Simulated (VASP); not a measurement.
**RPA total energies of AlN**

Wanted: where the RPA puts the energy minimum of AlN. The scan starts from a database cell scaled to its smallest volume. The cell is of the zinc-blende type, which need not be the form that is stable at ambient conditions. The start is a computed cell from a database.

Program: VASP 6.6.1. Level of theory: RPA correlation on PBE orbitals; plane waves and PAW (Al_GW, N_GW), in the first sound run; inputs show where later runs differ. Values are calculated unless marked as measured.

This is a report of a sequence of runs, with the program logs left out and the cost of each run kept.

## 1. The starting structure

The structure is cubic, space group F-43m (No. 216). Conventional cell: a = 4.279 Å, b = 4.279 Å, c = 4.279 Å, α = 90.00°, β = 90.00°, γ = 90.00°. Al has 4 N at 1.85 Å nearest. Nearest to N lie 4 Al at 1.85 Å. Farther neighbours, and contacts between anions beyond the nearest, are not listed.

## 2. Orbitals, volume ratio 0.94

RPA gives no stress here, so the energy is scanned over volumes, at one cutoff and mesh. Volumes are given as ratios to a reference cell, and this first cell is that cell scaled to 0.94. Each point starts from PBE orbitals, tightly converged.

Input file INCAR:

```
SYSTEM = AlN
PREC = Accurate
ENCUT = 570
EDIFF = 1E-08
NELM = 100
ISMEAR = 0
SIGMA = 0.05
LREAL = .FALSE.
ALGO = Normal
GGA = PE
NBANDS = 10
LORBIT = 11
LWAVE = .TRUE.
LCHARG = .FALSE.
KPAR = 8
```

Input file POSCAR:

```
AlN
1.0
    0.0000000000      2.1394097525      2.1394097525
    2.1394097525      0.0000000000      2.1394097525
    2.1394097525      2.1394097525      0.0000000000
Al N
1 1
Direct
    0.0000000000      0.0000000000      0.0000000000
    0.2500000000      0.2500000000      0.2500000000
```

Input file KPOINTS:

```
Automatic mesh
0
Gamma
4 4 4
0 0 0
```

The projector-augmented-wave data sets are Al_GW and N_GW (PBE family, release 64).

On the command line:

```bash
$ mpirun -np 8 vasp_std
```

The job ended after 1.6 s (8 MPI ranks of Intel Xeon 6975P-C (Granite Rapids), shared host; peak memory 1 GiB; 6.9 s of CPU time).

The gap is read on the k-mesh alone, so it is an upper bound where the band edges lie off the mesh.

A gap read on the k-mesh alone can miss the band edges.

Numbers from this step:

```yaml
free_energy_toten: -14.75 eV
fermi_energy: 5.723 eV
pressure: 19.14 GPa
gap_on_the_k_mesh: 3.325 eV
least_direct_gap_on_the_k_mesh: 4.740 eV
```

## 3. Exact exchange, volume ratio 0.94

This step: Hartree-Fock energy on PBE orbitals; plane waves and PAW (Al_GW, N_GW) (VASP 6.6.1).

The Hartree-Fock energy is evaluated once on these orbitals (ALGO = Eigenval, NELM = 1), without letting them relax. It uses the mesh of the correlation step, since the long-wavelength errors of the two partly cancel, and the total energy is their sum.

Input file INCAR:

```
SYSTEM = AlN
PREC = Accurate
ENCUT = 570
ISMEAR = 0
SIGMA = 0.05
LREAL = .FALSE.
GGA = PE
NBANDS = 10
ALGO = Eigenval
NELM = 1
LHFCALC = .TRUE.
AEXX = 1
ALDAC = 0
AGGAC = 0
PRECFOCK = Normal
LWAVE = .FALSE.
LCHARG = .FALSE.
```

POSCAR is that of step 2.

KPOINTS is that of step 2.

The run starts from files that an earlier step left in the folder.

On the command line:

```bash
$ mpirun -np 8 vasp_std
```

It took 3.4 s on 8 MPI ranks; peak memory 0.83 GiB.

The k-mesh is coarse for unscreened exact exchange, which converges slowly with it.

This step gave:

```yaml
free_energy_toten: -25.80 eV
```

The Hartree-Fock energy on these orbitals is -12.9014 eV an atom.

## 4. Empty bands, volume ratio 0.94

This step: PBE; plane waves and PAW (Al_GW, N_GW) (VASP 6.6.1).

ALGO = Exact makes the empty bands from the converged ground state in one step. LOPTICS writes the k-derivatives of the orbitals (WAVEDER), which give the long-wavelength limit of the screening.

Input file INCAR:

```
SYSTEM = AlN
PREC = Accurate
ENCUT = 570
ISMEAR = 0
SIGMA = 0.05
LREAL = .FALSE.
GGA = PE
NBANDS = 616
ALGO = Exact
NELM = 1
LWAVE = .TRUE.
LCHARG = .FALSE.
LOPTICS = .TRUE.
NEDOS = 1000
CSHIFT = 0.1
```

POSCAR is that of step 3.

KPOINTS is that of step 3.

On the command line:

```bash
$ mpirun -np 8 vasp_std
```

The job ended after 2.6 s (8 MPI ranks; peak memory 0.95 GiB).

WAVECAR now holds 616 bands for 8 electrons.

## 5. RPA correlation, volume ratio 0.94

This step: RPA correlation on PBE orbitals; plane waves and PAW (Al_GW, N_GW) (VASP 6.6.1).

The RPA correlation energy follows from the response function on imaginary frequencies; VASP computes it for a row of response cutoffs and extrapolates.

Input file INCAR:

```
SYSTEM = AlN
PREC = Accurate
ENCUT = 570
ISMEAR = 0
SIGMA = 0.05
LREAL = .FALSE.
GGA = PE
NBANDS = 616
ALGO = ACFDT
ENCUTGW = 200
NOMEGA = 12
PRECFOCK = Fast
LWAVE = .FALSE.
LCHARG = .FALSE.
```

POSCAR is that of step 4.

KPOINTS is that of step 4.

On the command line:

```bash
$ mpirun -np 8 vasp_std
```

The job ended after 18 s (8 MPI ranks; peak memory 1.4 GiB).

Read from the output:

```
RPA correlation energy : -12.69 eV
```

The correlation energy is -6.3460 eV an atom. With exact exchange the total is -19.2473 eV an atom.

## 6. Comparison: r2SCAN, volume ratio 0.94

This step: r2SCAN; plane waves and PAW (Al_GW, N_GW) (VASP 6.6.1).

For comparison the same cell is computed with r2SCAN.

Input file INCAR:

```
SYSTEM = AlN
PREC = Accurate
ENCUT = 570
EDIFF = 1E-06
NELM = 100
ISMEAR = 0
SIGMA = 0.05
LREAL = .FALSE.
ALGO = Normal
METAGGA = R2SCAN
LASPH = .TRUE.
NBANDS = 10
LWAVE = .FALSE.
LCHARG = .FALSE.
KPAR = 8
```

POSCAR is that of step 5.

KPOINTS is that of step 5.

On the command line:

```bash
$ mpirun -np 8 vasp_std
```

Run time: 4.2 s. Hardware: 8 MPI ranks; peak memory 1 GiB; 23 s of CPU time.

The PAW data sets were made with PBE, which is usual practice but a small mismatch for other functionals.

Read from the output:

- free energy (TOTEN): -19.08 eV
- Fermi energy: 5.456 eV
- pressure: 14.53 GPa
- gap on the k-mesh: 3.967 eV
- least direct gap on the k-mesh: 5.448 eV

Its energy is -9.5421 eV an atom, on a zero of its own.

## 7. Orbitals for comparison: HSE06, volume ratio 0.94

This step: PBE; plane waves and PAW (Al_GW, N_GW) (VASP 6.6.1).

A hybrid converges faster from good orbitals, so a cheap PBE run writes WAVECAR first.

Input file INCAR:

```
SYSTEM = AlN
PREC = Accurate
ENCUT = 570
EDIFF = 1E-05
NELM = 100
ISMEAR = 0
SIGMA = 0.05
LREAL = .FALSE.
ALGO = Normal
GGA = PE
NBANDS = 10
LORBIT = 11
LWAVE = .TRUE.
LCHARG = .FALSE.
KPAR = 8
```

POSCAR is that of step 6.

KPOINTS is that of step 6.

On the command line:

```bash
$ mpirun -np 8 vasp_std
```

It took 1.6 s on 8 MPI ranks; peak memory 0.99 GiB; 6.1 s of CPU time.

This step gave:

```yaml
free_energy_toten: -14.75 eV
fermi_energy: 5.725 eV
pressure: 19.14 GPa
gap_on_the_k_mesh: 3.325 eV
least_direct_gap_on_the_k_mesh: 4.740 eV
```

The run ends at a pressure of 19.14 GPa.

## 8. Comparison: HSE06, volume ratio 0.94

This step: HSE06; plane waves and PAW (Al_GW, N_GW) (VASP 6.6.1).

For comparison the same cell is computed with HSE06.

Input file INCAR:

```
SYSTEM = AlN
PREC = Accurate
ENCUT = 570
EDIFF = 1E-06
NELM = 100
ISMEAR = 0
SIGMA = 0.05
LREAL = .FALSE.
ALGO = Normal
LHFCALC = .TRUE.
AEXX = 0.25
GGA = PE
HFSCREEN = 0.2
LASPH = .TRUE.
NBANDS = 10
PRECFOCK = Fast
LWAVE = .FALSE.
LCHARG = .FALSE.
KPAR = 8
```

POSCAR is that of step 7.

KPOINTS is that of step 7.

The run starts from files that an earlier step left in the folder.

On the command line:

```bash
$ mpirun -np 8 vasp_std
```

Elapsed: 8.4 s, on 8 MPI ranks; peak memory 1.7 GiB.

The k-mesh is coarse for exact exchange; levels may shift by about 0.1 eV on a finer one.

This step gave:

```yaml
free_energy_toten: -17.37 eV
fermi_energy: 4.803 eV
gap_on_the_k_mesh: 4.633 eV
least_direct_gap_on_the_k_mesh: 6.217 eV
```

Its energy is -8.6835 eV an atom, on a zero of its own.

## 9. Orbitals, volume ratio 0.97

This step: PBE; plane waves and PAW (Al_GW, N_GW) (VASP 6.6.1).

The same chain follows at a volume ratio of 0.97.

Input file INCAR:

```
SYSTEM = AlN
PREC = Accurate
ENCUT = 570
EDIFF = 1E-08
NELM = 100
ISMEAR = 0
SIGMA = 0.05
LREAL = .FALSE.
ALGO = Normal
GGA = PE
NBANDS = 10
LORBIT = 11
LWAVE = .TRUE.
LCHARG = .FALSE.
KPAR = 8
```

Input file POSCAR:

```
AlN
1.0
    0.0000000000      2.1619315102      2.1619315102
    2.1619315102      0.0000000000      2.1619315102
    2.1619315102      2.1619315102      0.0000000000
Al N
1 1
Direct
    0.0000000000      0.0000000000      0.0000000000
    0.2500000000      0.2500000000      0.2500000000
```

KPOINTS is that of step 8.

On the command line:

```bash
$ mpirun -np 8 vasp_std
```

It took 1.6 s on 8 MPI ranks; peak memory 1 GiB; 7.1 s of CPU time.

The run ends at a pressure of 11.21 GPa.

## 10. Exact exchange, volume ratio 0.97

This step: Hartree-Fock energy on PBE orbitals; plane waves and PAW (Al_GW, N_GW) (VASP 6.6.1).

Exact exchange at this point.

Input file INCAR:

```
SYSTEM = AlN
PREC = Accurate
ENCUT = 570
ISMEAR = 0
SIGMA = 0.05
LREAL = .FALSE.
GGA = PE
NBANDS = 10
ALGO = Eigenval
NELM = 1
LHFCALC = .TRUE.
AEXX = 1
ALDAC = 0
AGGAC = 0
PRECFOCK = Normal
LWAVE = .FALSE.
LCHARG = .FALSE.
```

POSCAR is that of step 9.

KPOINTS is that of step 9.

The WAVECAR or CHGCAR of an earlier step is read.

On the command line:

```bash
$ mpirun -np 8 vasp_std
```

Elapsed: 3.6 s, on 8 MPI ranks; peak memory 0.8 GiB.

The Hartree-Fock energy on these orbitals is -12.9168 eV an atom.

## 11. Empty bands, volume ratio 0.97

This step: PBE; plane waves and PAW (Al_GW, N_GW) (VASP 6.6.1).

The empty bands are made again, for the run that follows.

Input file INCAR:

```
SYSTEM = AlN
PREC = Accurate
ENCUT = 570
ISMEAR = 0
SIGMA = 0.05
LREAL = .FALSE.
GGA = PE
NBANDS = 632
ALGO = Exact
NELM = 1
LWAVE = .TRUE.
LCHARG = .FALSE.
LOPTICS = .TRUE.
NEDOS = 1000
CSHIFT = 0.1
```

POSCAR is that of step 10.

KPOINTS is that of step 10.

On the command line:

```bash
$ mpirun -np 8 vasp_std
```

Elapsed: 2.8 s, on 8 MPI ranks; peak memory 0.97 GiB.

WAVECAR now holds 632 bands for 8 electrons.

## 12. RPA correlation, volume ratio 0.97

This step: RPA correlation on PBE orbitals; plane waves and PAW (Al_GW, N_GW) (VASP 6.6.1).

RPA correlation at this point.

Input file INCAR:

```
SYSTEM = AlN
PREC = Accurate
ENCUT = 570
ISMEAR = 0
SIGMA = 0.05
LREAL = .FALSE.
GGA = PE
NBANDS = 632
ALGO = ACFDT
ENCUTGW = 200
NOMEGA = 12
PRECFOCK = Fast
LWAVE = .FALSE.
LCHARG = .FALSE.
```

POSCAR is that of step 11.

KPOINTS is that of step 11.

On the command line:

```bash
$ mpirun -np 8 vasp_std
```

Wall time 14 s (8 MPI ranks); peak memory 1.4 GiB.

The correlation energy is -6.3594 eV an atom, -13 meV against the point before. With exact exchange the total is -19.2762 eV an atom.

## 13. Comparison: r2SCAN, volume ratio 0.97

This step: r2SCAN; plane waves and PAW (Al_GW, N_GW) (VASP 6.6.1).

The comparison at this point.

Input file INCAR:

```
SYSTEM = AlN
PREC = Accurate
ENCUT = 570
EDIFF = 1E-06
NELM = 100
ISMEAR = 0
SIGMA = 0.05
LREAL = .FALSE.
ALGO = Normal
METAGGA = R2SCAN
LASPH = .TRUE.
NBANDS = 10
LWAVE = .FALSE.
LCHARG = .FALSE.
KPAR = 8
```

POSCAR is that of step 12.

KPOINTS is that of step 12.

On the command line:

```bash
$ mpirun -np 8 vasp_std
```

Wall time 4 s (8 MPI ranks); peak memory 1 GiB; 22 s of CPU time.

Its energy is -9.5625 eV an atom, on a zero of its own.

## 14. Orbitals for comparison: HSE06, volume ratio 0.97

This step: PBE; plane waves and PAW (Al_GW, N_GW) (VASP 6.6.1).

Starting orbitals, as before.

Input file INCAR:

```
SYSTEM = AlN
PREC = Accurate
ENCUT = 570
EDIFF = 1E-05
NELM = 100
ISMEAR = 0
SIGMA = 0.05
LREAL = .FALSE.
ALGO = Normal
GGA = PE
NBANDS = 10
LORBIT = 11
LWAVE = .TRUE.
LCHARG = .FALSE.
KPAR = 8
```

POSCAR is that of step 13.

KPOINTS is that of step 13.

On the command line:

```bash
$ mpirun -np 8 vasp_std
```

Wall time 1.4 s (8 MPI ranks); peak memory 0.99 GiB; 6 s of CPU time.

The run ends at a pressure of 11.20 GPa.

## 15. Comparison: HSE06, volume ratio 0.97

This step: HSE06; plane waves and PAW (Al_GW, N_GW) (VASP 6.6.1).

Input file INCAR:

```
SYSTEM = AlN
PREC = Accurate
ENCUT = 570
EDIFF = 1E-06
NELM = 100
ISMEAR = 0
SIGMA = 0.05
LREAL = .FALSE.
ALGO = Normal
LHFCALC = .TRUE.
AEXX = 0.25
GGA = PE
HFSCREEN = 0.2
LASPH = .TRUE.
NBANDS = 10
PRECFOCK = Fast
LWAVE = .FALSE.
LCHARG = .FALSE.
KPAR = 8
```

POSCAR is that of step 14.

KPOINTS is that of step 14.

The WAVECAR or CHGCAR of an earlier step is read.

On the command line:

```bash
$ mpirun -np 8 vasp_std
```

It took 8.8 s on 8 MPI ranks; peak memory 1.7 GiB.

Its energy is -8.7024 eV an atom, on a zero of its own.

## 16. Orbitals, volume ratio 1

This step: PBE; plane waves and PAW (Al_GW, N_GW) (VASP 6.6.1).

The same chain follows at a volume ratio of 1.

Input file INCAR:

```
SYSTEM = AlN
PREC = Accurate
ENCUT = 570
EDIFF = 1E-08
NELM = 100
ISMEAR = 0
SIGMA = 0.05
LREAL = .FALSE.
ALGO = Normal
GGA = PE
NBANDS = 10
LORBIT = 11
LWAVE = .TRUE.
LCHARG = .FALSE.
KPAR = 8
```

Input file POSCAR:

```
AlN
1.0
    0.0000000000      2.1839935596      2.1839935596
    2.1839935596      0.0000000000      2.1839935596
    2.1839935596      2.1839935596      0.0000000000
Al N
1 1
Direct
    0.0000000000      0.0000000000      0.0000000000
    0.2500000000      0.2500000000      0.2500000000
```

KPOINTS is that of step 15.

On the command line:

```bash
$ mpirun -np 8 vasp_std
```

Run time: 1.6 s. Hardware: 8 MPI ranks; peak memory 0.97 GiB.

The run ends at a pressure of 4.36 GPa.

## 17. Exact exchange, volume ratio 1

This step: Hartree-Fock energy on PBE orbitals; plane waves and PAW (Al_GW, N_GW) (VASP 6.6.1).

Input file INCAR:

```
SYSTEM = AlN
PREC = Accurate
ENCUT = 570
ISMEAR = 0
SIGMA = 0.05
LREAL = .FALSE.
GGA = PE
NBANDS = 10
ALGO = Eigenval
NELM = 1
LHFCALC = .TRUE.
AEXX = 1
ALDAC = 0
AGGAC = 0
PRECFOCK = Normal
LWAVE = .FALSE.
LCHARG = .FALSE.
```

POSCAR is that of step 16.

KPOINTS is that of step 16.

The WAVECAR or CHGCAR of an earlier step is read.

On the command line:

```bash
$ mpirun -np 8 vasp_std
```

The job ended after 3.8 s (8 MPI ranks; peak memory 0.85 GiB; 21 s of CPU time).

The Hartree-Fock energy on these orbitals is -12.9169 eV an atom.

## 18. Empty bands, volume ratio 1

This step: PBE; plane waves and PAW (Al_GW, N_GW) (VASP 6.6.1).

Input file INCAR:

```
SYSTEM = AlN
PREC = Accurate
ENCUT = 570
ISMEAR = 0
SIGMA = 0.05
LREAL = .FALSE.
GGA = PE
NBANDS = 648
ALGO = Exact
NELM = 1
LWAVE = .TRUE.
LCHARG = .FALSE.
LOPTICS = .TRUE.
NEDOS = 1000
CSHIFT = 0.1
```

POSCAR is that of step 17.

KPOINTS is that of step 17.

On the command line:

```bash
$ mpirun -np 8 vasp_std
```

The job ended after 3 s (8 MPI ranks; peak memory 0.96 GiB; 16 s of CPU time).

WAVECAR now holds 648 bands for 8 electrons.

## 19. RPA correlation, volume ratio 1

This step: RPA correlation on PBE orbitals; plane waves and PAW (Al_GW, N_GW) (VASP 6.6.1).

Input file INCAR:

```
SYSTEM = AlN
PREC = Accurate
ENCUT = 570
ISMEAR = 0
SIGMA = 0.05
LREAL = .FALSE.
GGA = PE
NBANDS = 648
ALGO = ACFDT
ENCUTGW = 200
NOMEGA = 12
PRECFOCK = Fast
LWAVE = .FALSE.
LCHARG = .FALSE.
```

POSCAR is that of step 18.

KPOINTS is that of step 18.

On the command line:

```bash
$ mpirun -np 8 vasp_std
```

The job ended after 19 s (8 MPI ranks; peak memory 1.5 GiB).

The correlation energy is -6.3737 eV an atom, -14 meV against the point before. With exact exchange the total is -19.2906 eV an atom.

## 20. Comparison: r2SCAN, volume ratio 1

This step: r2SCAN; plane waves and PAW (Al_GW, N_GW) (VASP 6.6.1).

Input file INCAR:

```
SYSTEM = AlN
PREC = Accurate
ENCUT = 570
EDIFF = 1E-06
NELM = 100
ISMEAR = 0
SIGMA = 0.05
LREAL = .FALSE.
ALGO = Normal
METAGGA = R2SCAN
LASPH = .TRUE.
NBANDS = 10
LWAVE = .FALSE.
LCHARG = .FALSE.
KPAR = 8
```

POSCAR is that of step 19.

KPOINTS is that of step 19.

On the command line:

```bash
$ mpirun -np 8 vasp_std
```

The job ended after 4.2 s (8 MPI ranks; peak memory 1 GiB; 24 s of CPU time).

Its energy is -9.5686 eV an atom, on a zero of its own.

## 21. Orbitals for comparison: HSE06, volume ratio 1

This step: PBE; plane waves and PAW (Al_GW, N_GW) (VASP 6.6.1).

Input file INCAR:

```
SYSTEM = AlN
PREC = Accurate
ENCUT = 570
EDIFF = 1E-05
NELM = 100
ISMEAR = 0
SIGMA = 0.05
LREAL = .FALSE.
ALGO = Normal
GGA = PE
NBANDS = 10
LORBIT = 11
LWAVE = .TRUE.
LCHARG = .FALSE.
KPAR = 8
```

POSCAR is that of step 20.

KPOINTS is that of step 20.

On the command line:

```bash
$ mpirun -np 8 vasp_std
```

Elapsed: 1.6 s, on 8 MPI ranks; peak memory 0.99 GiB; 6.2 s of CPU time.

The run ends at a pressure of 4.35 GPa.

## 22. Comparison: HSE06, volume ratio 1

This step: HSE06; plane waves and PAW (Al_GW, N_GW) (VASP 6.6.1).

Input file INCAR:

```
SYSTEM = AlN
PREC = Accurate
ENCUT = 570
EDIFF = 1E-06
NELM = 100
ISMEAR = 0
SIGMA = 0.05
LREAL = .FALSE.
ALGO = Normal
LHFCALC = .TRUE.
AEXX = 0.25
GGA = PE
HFSCREEN = 0.2
LASPH = .TRUE.
NBANDS = 10
PRECFOCK = Fast
LWAVE = .FALSE.
LCHARG = .FALSE.
KPAR = 8
```

POSCAR is that of step 21.

KPOINTS is that of step 21.

The run starts from files that an earlier step left in the folder.

On the command line:

```bash
$ mpirun -np 8 vasp_std
```

Elapsed: 9.4 s, on 8 MPI ranks; peak memory 1.7 GiB; 56 s of CPU time.

Its energy is -8.7070 eV an atom, on a zero of its own.

## 23. Orbitals, volume ratio 1.03

This step: PBE; plane waves and PAW (Al_GW, N_GW) (VASP 6.6.1).

The same chain follows at a volume ratio of 1.03.

Input file INCAR:

```
SYSTEM = AlN
PREC = Accurate
ENCUT = 570
EDIFF = 1E-08
NELM = 100
ISMEAR = 0
SIGMA = 0.05
LREAL = .FALSE.
ALGO = Normal
GGA = PE
NBANDS = 10
LORBIT = 11
LWAVE = .TRUE.
LCHARG = .FALSE.
KPAR = 8
```

Input file POSCAR:

```
AlN
1.0
    0.0000000000      2.2056186646      2.2056186646
    2.2056186646      0.0000000000      2.2056186646
    2.2056186646      2.2056186646      0.0000000000
Al N
1 1
Direct
    0.0000000000      0.0000000000      0.0000000000
    0.2500000000      0.2500000000      0.2500000000
```

KPOINTS is that of step 22.

On the command line:

```bash
$ mpirun -np 8 vasp_std
```

It took 1.6 s on 8 MPI ranks; peak memory 1 GiB.

The run ends at a pressure of -1.56 GPa.

## 24. Exact exchange, volume ratio 1.03

This step: Hartree-Fock energy on PBE orbitals; plane waves and PAW (Al_GW, N_GW) (VASP 6.6.1).

Input file INCAR:

```
SYSTEM = AlN
PREC = Accurate
ENCUT = 570
ISMEAR = 0
SIGMA = 0.05
LREAL = .FALSE.
GGA = PE
NBANDS = 10
ALGO = Eigenval
NELM = 1
LHFCALC = .TRUE.
AEXX = 1
ALDAC = 0
AGGAC = 0
PRECFOCK = Normal
LWAVE = .FALSE.
LCHARG = .FALSE.
```

POSCAR is that of step 23.

KPOINTS is that of step 23.

The WAVECAR or CHGCAR of an earlier step is read.

On the command line:

```bash
$ mpirun -np 8 vasp_std
```

Run time: 4.2 s. Hardware: 8 MPI ranks; peak memory 0.82 GiB.

The Hartree-Fock energy on these orbitals is -12.9037 eV an atom.

## 25. Empty bands, volume ratio 1.03

This step: PBE; plane waves and PAW (Al_GW, N_GW) (VASP 6.6.1).

Input file INCAR:

```
SYSTEM = AlN
PREC = Accurate
ENCUT = 570
ISMEAR = 0
SIGMA = 0.05
LREAL = .FALSE.
GGA = PE
NBANDS = 680
ALGO = Exact
NELM = 1
LWAVE = .TRUE.
LCHARG = .FALSE.
LOPTICS = .TRUE.
NEDOS = 1000
CSHIFT = 0.1
```

POSCAR is that of step 24.

KPOINTS is that of step 24.

On the command line:

```bash
$ mpirun -np 8 vasp_std
```

Wall time 3.2 s (8 MPI ranks); peak memory 1 GiB.

WAVECAR now holds 680 bands for 8 electrons.

## 26. RPA correlation, volume ratio 1.03

This step: RPA correlation on PBE orbitals; plane waves and PAW (Al_GW, N_GW) (VASP 6.6.1).

Input file INCAR:

```
SYSTEM = AlN
PREC = Accurate
ENCUT = 570
ISMEAR = 0
SIGMA = 0.05
LREAL = .FALSE.
GGA = PE
NBANDS = 680
ALGO = ACFDT
ENCUTGW = 200
NOMEGA = 12
PRECFOCK = Fast
LWAVE = .FALSE.
LCHARG = .FALSE.
```

POSCAR is that of step 25.

KPOINTS is that of step 25.

On the command line:

```bash
$ mpirun -np 8 vasp_std
```

Run time: 20 s. Hardware: 8 MPI ranks; peak memory 1.5 GiB.

The correlation energy is -6.3887 eV an atom, -15 meV against the point before. With exact exchange the total is -19.2923 eV an atom.

## 27. Comparison: r2SCAN, volume ratio 1.03

This step: r2SCAN; plane waves and PAW (Al_GW, N_GW) (VASP 6.6.1).

Input file INCAR:

```
SYSTEM = AlN
PREC = Accurate
ENCUT = 570
EDIFF = 1E-06
NELM = 100
ISMEAR = 0
SIGMA = 0.05
LREAL = .FALSE.
ALGO = Normal
METAGGA = R2SCAN
LASPH = .TRUE.
NBANDS = 10
LWAVE = .FALSE.
LCHARG = .FALSE.
KPAR = 8
```

POSCAR is that of step 26.

KPOINTS is that of step 26.

On the command line:

```bash
$ mpirun -np 8 vasp_std
```

It took 4.8 s on 8 MPI ranks; peak memory 1 GiB; 30 s of CPU time.

Its energy is -9.5623 eV an atom, on a zero of its own.

(Continued in part 2 of 2.)

[Long decimals in the printed logs are rounded to 6 places.]

[Lines on the potential files, build, host, timing and source positions are cut from VASP's logs without a mark.]

[Logs are printed without paths, hosts, clocks, repeated set-up lines and the standing remarks that a program may print on its own settings, such as how far it seeks lower states.]

[Hosts, paths, dates, database ids (printed as entryN), source tags and the programs' standing remarks are cut or masked in the printed files.]

[Measured values are set beside computed ones only where the two were judged alike; some that the calculation misses by far are left out.]

[Pressures printed for these runs are not shown converged in the cutoff: they can be off by several GPa and have the wrong sign.]
